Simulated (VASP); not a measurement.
A convergence study with VASP on TiC (space group no. 225 when undisturbed): one setting is varied, all else stays as given below, so the limit is that of these other settings. One atom is moved off its site, so that forces are finite.

```yaml
crystal:
  lattice:
    - [0.00000, 2.15850, 2.15850]
    - [2.15850, 0.00000, 2.15850]
    - [2.15850, 2.15850, 0.00000]
  atoms:
    - { symbol: Ti, position: [0.01158, 0.01158, 0.98842] }
    - { symbol: C, position: [0.50000, 0.50000, 0.50000] }
```

Computed with PBE GGA, VASP's PBE PAW potentials (set 64) (plane waves; VASP 6.6.1). The tightest run used: 400 eV cut-off, 17×17×17 Γ-centred mesh, Fermi-Dirac smearing of 0.10 eV, potentials Ti_sv C.

Problem. The settings run are 2×2×2 mesh; 3×3×3 mesh; 4×4×4 mesh; 5×5×5 mesh; 6×6×6 mesh; 7×7×7 mesh; 8×8×8 mesh; 9×9×9 mesh; 10×10×10 mesh; 11×11×11 mesh; 12×12×12 mesh; 14×14×14 mesh; 15×15×15 mesh; 17×17×17 mesh. From which on does the stress (every component) stay within 0.2 GPa of the tightest run?

Solution. From 6×6×6 mesh on: it is off by 0.15 there and by no more than 0.2 in any finer run, while 5×5×5 mesh is off by 0.33.
| setting | E (eV/atom) | pressure (GPa) | largest force (eV/Å) | irreducible k-points | difference judged (GPa) |
|---|---|---|---|---|---|
| 2×2×2 mesh | -8.6299 | 14.38 | 0.512 | 4 | 13.37 |
| 3×3×3 mesh | -9.2422 | 2.81 | 0.418 | 6 | 1.68 |
| 4×4×4 mesh | -9.3186 | 1.28 | 0.407 | 13 | 0.77 |
| 5×5×5 mesh | -9.3299 | 1.80 | 0.363 | 18 | 0.33 |
| 6×6×6 mesh | -9.3414 | 1.71 | 0.435 | 30 | 0.15 |
| 7×7×7 mesh | -9.3435 | 1.67 | 0.469 | 40 | 0.09 |
| 8×8×8 mesh | -9.3445 | 1.66 | 0.482 | 59 | 0.03 |
| 9×9×9 mesh | -9.3450 | 1.68 | 0.479 | 75 | 0.02 |
| 10×10×10 mesh | -9.3455 | 1.69 | 0.478 | 102 | 0.03 |
| 11×11×11 mesh | -9.3458 | 1.69 | 0.480 | 126 | 0.04 |
| 12×12×12 mesh | -9.3459 | 1.67 | 0.482 | 163 | 0.02 |
| 14×14×14 mesh | -9.3456 | 1.66 | 0.483 | 244 | 0.01 |
| 15×15×15 mesh | -9.3456 | 1.67 | 0.483 | 288 | 0.01 |
| 17×17×17 mesh | -9.3457 | 1.67 | 0.483 | 405 | 0.00 |

Left out are rungs that failed or repeat a setting and relaxations that didn't move; long series are thinned to 24 rows.

The structure is a typed TiC crystal (space group no. 225). The cell was not relaxed at this level, it is distorted from the ideal structure.
